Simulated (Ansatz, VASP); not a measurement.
# Cross-check of Ir (Ir(100) film of 2 layers) between VASP and Ansatz

Aim: how closely do two programs agree when they are given the same cell, functional and k mesh? The cell is taken from a series of runs on this material, whose earlier steps may have relaxed, scaled, displaced or heated it; both programs get it as it stands.

Main program and level: Ansatz 0.2.0; plane waves, with VASP 6.6.1 beside it; zone-centre phonons at PBE.

## 1. The structure

The cell holds 2 atoms: 2 Ir. Its edges and angles: a = 2.660 Å, b = 2.660 Å, c = 27.640 Å, α = 90.0°, β = 90.0°, γ = 90.0°. It derives from Ir. Vacuum lies along c.

## 2. Ansatz: zone-centre phonons, PBE

Ansatz runs on its PAW soft_1 files.

Second derivatives magnify differences that forces hide, and they need a tight electronic threshold.

Input file input.yaml:

```yaml
crystal:
  lattice:
    - [2.6597333852, 0.0, 0.0]
    - [0.0, 2.6597333852, 0.0]
    - [0.0, 0.0, 27.6400002288]
  atoms:
    - { symbol: Ir, position: [0.0, 0.0, 0.2009236555] }
    - { symbol: Ir, position: [0.5, 0.5, 0.2665148356] }
  periodic: [true, true, false]
kpoints:
  mp_grid: { grid: [6, 6, 1] }
hamiltonian:
  xc: pbe
  pseudopotentials: { kind: paw, azcp: { folder: soft_1 } }
scf:
  occupations: { method: methfessel_paxton, width: 0.2 }
output:
  eigenvalues: true
phonons:
  method: dfpt
  qmesh: [2, 2, 1]
  temperatures: { t_max: 1000, t_step: 50 }
  qpath:
    path: [[0.0, 0.0, 0.0], [0.0, 0.5, 0.0], [0.5, 0.5, 0.0], [0.0, 0.0, 0.0]]
    npoints: 10
  electrical_resistivity:
    mesh: [12, 12, 1]
    temperatures: [20.0, 50.0, 77.0, 100.0, 150.0, 200.0, 300.0, 400.0, 600.0, 800.0]
  electron_occupations: "off"
```

Launch:

```sh
ansatz run input.yaml --threads 4 --pin off --max-ram 20480MiB --backend cpu --events-out ev --progress --plain --runs-dir out
```

Numbers of over 12 decimals in the logs are rounded to 6 here.

What it wrote:

```text
Warning: crystal.symmetry: narrowed to the stabiliser of the run's FFT grids — unitary ops 16 → 8. A phonons.method: dfpt run fills in the rows of the dynamical matrix that it does not solve by its symmetry operations, which is exact only for operations that map its FFT grids onto themselves: filled in by any other, the frequencies could depend on the order in which like atoms are typed, or, by more than the grids' own error, on where the crystal sits among the grids' points. Excluded: 8 operations. The run can therefore solve more perturbations, solve them on more k-points, or both, and cost more. [rest of the remark cut]
Engine: ansatz 0.2.0, aarch64-unknown-linux-gnu
Pseudopotentials: kind: paw
Pseudopotential: Ir, paw, valence charge 17, recommended cutoff 420 eV (normal), soft_1/Ir.paw.azcp
Functional definition: PBE
  parameter kappa = 0.804
  parameter beta = 0.066725
  exchange = pbe_x(kappa = kappa, mu = beta*pi^2/3)
  correlation = pbe_c(beta = beta)
Crystal: 2 atoms, lattice volume = 195.530 Å³
Basis set: ecut = 420 eV, 3841 PW (Γ), exchange–correlation on 36×36×384 points (8 copies of the dense FFT grid, shifted against one another)
Bands: 21, of which v1, the nominal top of the filled ones, is band 17 counted from 1 (16 counted from 0)
Symmetry: 16 space group operations
k-points: 10 of 36 (irreducible under 8 space group operations)
Non-local potential: Ir, projectors of the file, l = 0: 3, l = 1: 2, l = 2: 2, l = 3: 1
PAW form: soft (Blöchl's): semilocal exchange-correlation on the pseudo side does not see the compensation charge
PAW one-centre angular grid: Ir, 590 points (default); XC on 64 Gauss nodes
Initial density: superposition of atomic densities (neutral atoms: chi_scale 0, normalization atom)
Initial wavefunctions: pseudopotential atomic-orbital guess
Functional: x = pbe(κ = 0.804, μ = 0.219515), c = pbe(β = 0.066725)
SCF iter   1: F=—  HF=-23871.392666 eV  |F-HF|=—  |Δ(HF+E_count)|=         —  Δρ=1.70e-2  dr2=1.58e0  ethr=3.10e-3  ⟨swp⟩=12.8  Hψ=1813  notcnv=0
preconditioner: auto → LDOS  [metal: Δε(μ)=0.038 eV  Ē_g=6.562 eV  σ=0.200 eV  W_gap=0.16  n_scr=16 (ndim 8)  ℏωp=11.3 eV  f_vac=0.775  D(μ)=6.00/eV (n_scr^D=20)  β→1.0]
SCF iter   2: F=—  HF=-23871.625305 eV  |F-HF|=—  |Δ(HF+E_count)|=   2.33e-1  S|Δr|=    0.00e0  Δρ=2.04e-2  dr2=2.39e0  ethr=3.10e-3  ⟨swp⟩=4.4  Hψ=706  notcnv=0  defer=1
SCF iter   3: F=—  HF=-23871.051765 eV  |F-HF|=—  |Δ(HF+E_count)|=   5.74e-1  S|Δr|=    0.00e0  Δρ=5.44e-3  dr2=1.13e-1  ethr=3.10e-3  ⟨swp⟩=3.4  Hψ=523  notcnv=0  defer=1
SCF iter   4: F=—  HF=-23871.038592 eV  |F-HF|=—  |Δ(HF+E_count)|=   1.32e-2  S|Δr|=    0.00e0  Δρ=1.69e-3  dr2=6.46e-3  ethr=3.34e-4  ⟨swp⟩=3.1  Hψ=503  notcnv=0  defer=1
SCF iter   5: F=—  HF=-23871.037404 eV  |F-HF|=—  |Δ(HF+E_count)|=   1.19e-3  S|Δr|=    0.00e0  Δρ=4.86e-4  dr2=8.44e-4  ethr=1.90e-5  ⟨swp⟩=3.7  Hψ=493  notcnv=0  defer=1
[...]
k-point 1: bands = [... 13 lower, -8.0263, -7.3054, -6.7368, -6.5733, -6.0748, -4.9746, -4.4785, -1.9359]
  k-point 2: bands = [... 13 lower, -8.2011, -8.0569, -7.8846, -5.8308, -5.4072, -4.5490, -4.4288, 0.0507]
  k-point 9: bands = [... 13 lower, -6.6286, -5.6213, -5.6213, -3.3329, -3.3329, -0.7404, -0.7404, 4.5113]
--- Phonons (Γ-DFPT): 4 representative perturbations + reference (Σ response iterations 22) ---
  ASR residual: 7.774e-5 → 0.000e0 eV/Å²; symmetrization residual: 1.804e-7 eV/Å²
  The last average, over the group as it would stand without the narrowing to the FFT grids, took up to 1.776e-15 eV/Å² of the zone centre's force constants
  ASR residual per site (eV/Å²): 7.76e-5 7.77e-5
  Γ frequencies (cm⁻¹): 0.00 0.00 0.00 155.70 155.70 174.98
--- Phonons (arbitrary-q DFPT): 3 irreducible q on the 2×2×1 mesh ---
  q = [0.0000, 0.0000, 0.0000] (star 1, of the zone-centre solve; hermiticity 3.33e-8, symmetrization 5.28e-13, taken by the last average 1.64e-16): -0.00 0.00 0.00 155.70 155.70 174.98
  q = [0.0000, -0.5000, 0.0000] (star 2, 6 solved perturbations on 16 of 36 k-point pairs; hermiticity 1.00e-8, symmetrization 1.23e-10, taken by the last average 7.26e-10): 93.98 93.98 106.01 106.01 195.02 195.02
  q = [-0.5000, -0.5000, 0.0000] (star 1, 4 solved perturbations in 52 linear systems a pass and spin channel, the states on 16 of 36 k-point pairs; hermiticity 5.29e-9, symmetrization 2.37e-10, taken by the last average 6.29e-10): 153.11 153.11 161.97 161.97 168.84 168.84
  sum rule: each row above includes the acoustic sum rule's correction from the zone centre's row sums; it moved no ω² by more than (0.33 cm⁻¹)²
  mesh force constants: q→R imaginary residual 1.94e-17; ASR residual 7.774e-5 → 0.000e0 eV/Å²; symmetrization residual 3.553e-15 eV/Å²
  interpolated dispersion: 31 rows × 6 modes
  density of states and harmonic sums: on the 24×24×1 q-mesh, interpolated from the force constants of a 2×2×1 supercell (no non-analytic term)
  largest difference from the sums on the solved wave vectors: F 1.80e-1 eV, S 2.45e-4 and C_V 6.42e-5 eV/K
  zero-point energy: 0.048973 eV/cell   skipped modes (ω ≤ 0): 3   left out of the sums: 8.68e-4 of the cell's modes: C_V's classical limit lies that fraction below 3 k_B per atom; for a crystal, a wire or a layer, F and S can be off by more, and a phonons.interpolated_qmesh denser along its periods is the remedy for the sampling
[...]
the resistivity is that of a variational response, whose dependence on the energy is improved iteratively
  tensors lie in the sheet's plane, the Hall coefficient along its normal; that, the resistivity and the plasma energy are of the whole cell, vacuum included; the cell is 27.640 Å high
  at the Fermi level of each mesh (of a tensor half of its trace):
           mesh   spin    states/(eV spin)  plasma energy (eV)         λ      λ_tr    ħω_log (meV)
        12×12×1                     2.1884              3.6724    0.4724    0.5645          13.241
          6×6×1                     1.7681              3.1774    0.3750    0.5121          13.143
          3×3×1                     3.7536              3.1826    1.2558    2.1339          18.028
  resistivity on the deck's mesh, µΩ·cm:
     T (K)       trace/2  mesh converged            xx            yy            zz    lowest order   relaxation time
     20.00     1.5731e-1              no     1.5731e-1     1.5731e-1      0.0000e0       2.6178e-1         1.7614e-1
     50.00      2.8555e0              no      2.8555e0      2.8555e0      0.0000e0        3.5860e0          2.8808e0
     77.00      7.4937e0              no      7.4937e0      7.4937e0      0.0000e0        8.4738e0          7.4690e0
    100.00      1.1814e1              no      1.1814e1      1.1814e1      0.0000e0        1.2851e1          1.1745e1
    150.00      2.0898e1              no      2.0898e1      2.0898e1      0.0000e0        2.2115e1          2.0757e1
    200.00      2.9487e1              no      2.9487e1      2.9487e1      0.0000e0        3.1030e1          2.9290e1
    300.00      4.5972e1              no      4.5972e1      4.5972e1      0.0000e0        4.8349e1          4.5679e1
    400.00      6.1903e1              no      6.1903e1      6.1903e1      0.0000e0        6.5250e1          6.1552e1
    600.00      9.2393e1              no      9.2393e1      9.2393e1      0.0000e0        9.8185e1          9.2062e1
    800.00      1.2125e2              no      1.2125e2      1.2125e2      0.0000e0        1.3039e2          1.2110e2
  sheet resistance at 20 K: 0.5691 Ω
  mean free path at 20 K (of a tensor half of its trace): 1734 nm by what each carries, 1065 by the Fermi surface alone
  sheet resistance at 50 K: 10.33 Ω
  mean free path at 50 K (of a tensor half of its trace): 76.3 nm by what each carries, 58.7 by the Fermi surface alone
  sheet resistance at 77 K: 27.11 Ω
  mean free path at 77 K (of a tensor half of its trace): 27.4 nm by what each carries, 22.4 by the Fermi surface alone
  sheet resistance at 100 K: 42.74 Ω
  mean free path at 100 K (of a tensor half of its trace): 17.0 nm by what each carries, 14.2 by the Fermi surface alone
  sheet resistance at 150 K: 75.61 Ω
  mean free path at 150 K (of a tensor half of its trace): 9.44 nm by what each carries, 8.02 by the Fermi surface alone
  Hall coefficient in a weak field at 150 K (along the normal): 2.874e-10 m³/C (as a tensor it moves by 34.7 % between the two finest meshes); by each state's relaxation time: 2.814e-10 m³/C; by a constant relaxation time: (none: it, or that of a finer mesh, parts from a neighbouring mesh's by over half of the finer one's)
  sheet resistance at 200 K: 106.7 Ω
  mean free path at 200 K (of a tensor half of its trace): 6.68 nm by what each carries, 5.68 by the Fermi surface alone
  Hall coefficient in a weak field at 200 K (along the normal): 2.853e-10 m³/C (as a tensor it moves by 31.2 % between the two finest meshes); by each state's relaxation time: 2.790e-10 m³/C; by a constant relaxation time: (none: it, or that of a finer mesh, parts from a neighbouring mesh's by over half of the finer one's)
  sheet resistance at 300 K: 166.3 Ω
  mean free path at 300 K (of a tensor half of its trace): 4.31 nm by what each carries, 3.64 by the Fermi surface alone
  Hall coefficient in a weak field at 300 K (along the normal): 2.873e-10 m³/C (as a tensor it moves by 25.2 % between the two finest meshes); by each state's relaxation time: 2.798e-10 m³/C; by a constant relaxation time: (none: it, or that of a finer mesh, parts from a neighbouring mesh's by over half of the finer one's)
  sheet resistance at 400 K: 224.0 Ω
  mean free path at 400 K (of a tensor half of its trace): 3.23 nm by what each carries, 2.71 by the Fermi surface alone
  Hall coefficient in a weak field at 400 K (along the normal): 2.952e-10 m³/C (as a tensor it moves by 19.5 % between the two finest meshes); by each state's relaxation time: 2.863e-10 m³/C; by a constant relaxation time: (none: it, or that of a finer mesh, parts from a neighbouring mesh's by over half of the finer one's)
  sheet resistance at 600 K: 334.3 Ω
  mean free path at 600 K (of a tensor half of its trace): 2.22 nm by what each carries, 1.81 by the Fermi surface alone
  Hall coefficient in a weak field at 600 K (along the normal): 3.314e-10 m³/C (as a tensor it moves by 8.5 % between the two finest meshes); by each state's relaxation time: 3.193e-10 m³/C; by a constant relaxation time: (none: it, or that of a finer mesh, parts from a neighbouring mesh's by over half of the finer one's)
  sheet resistance at 800 K: 438.7 Ω
  mean free path at 800 K (of a tensor half of its trace): 1.76 nm by what each carries, 1.38 by the Fermi surface alone
  Hall coefficient in a weak field at 800 K (along the normal): 3.851e-10 m³/C (as a tensor it moves by 0.9 % between the two finest meshes); by each state's relaxation time: 3.706e-10 m³/C; by a constant relaxation time: (none: it, or that of a finer mesh, parts from a neighbouring mesh's by over half of the finer one's)
  the resistivity times a path that all electrons share, by the Fermi surface of the deck's mesh alone (half of the trace): 1.676e-15 Ω·m²
  not converged in the mesh (λ; λ_tr; the resistivity at 20 K by 11.80 %; the resistivity at 50 K by 9.80 %; the resistivity at 77 K by 14.53 %; the resistivity at 100 K by 16.49 %; the resistivity at 150 K by 18.84 %; the resistivity at 200 K by 20.14 %; the resistivity at 300 K by 21.98 %; the resistivity at 400 K by 22.25 %; the resistivity at 600 K by 22.36 %; the resistivity at 800 K by 21.48 %): between neighbo [...]
  vibrations of 4 cells: unjudged by the run; compare a larger repeat
  the changes of the potential over all sites missed a rigid shift's by 0.45 % (the site terms' by 0.00 %)
  between the force constants' wavevectors the phonons are obtained by Fourier interpolation alone: phonons.electron_occupations is off
```

(Continued in part 2 of 2.)

[Lines on the potential files, build, host, timing and source positions are cut from VASP's logs without a mark.]

[Logs are printed without paths, hosts, clocks, repeated set-up lines and the standing remarks that a program may print on its own settings, such as how far it seeks lower states.]

[Hosts, paths, dates, database ids (printed as entryN), source tags and the programs' standing remarks are cut or masked in the printed files.]
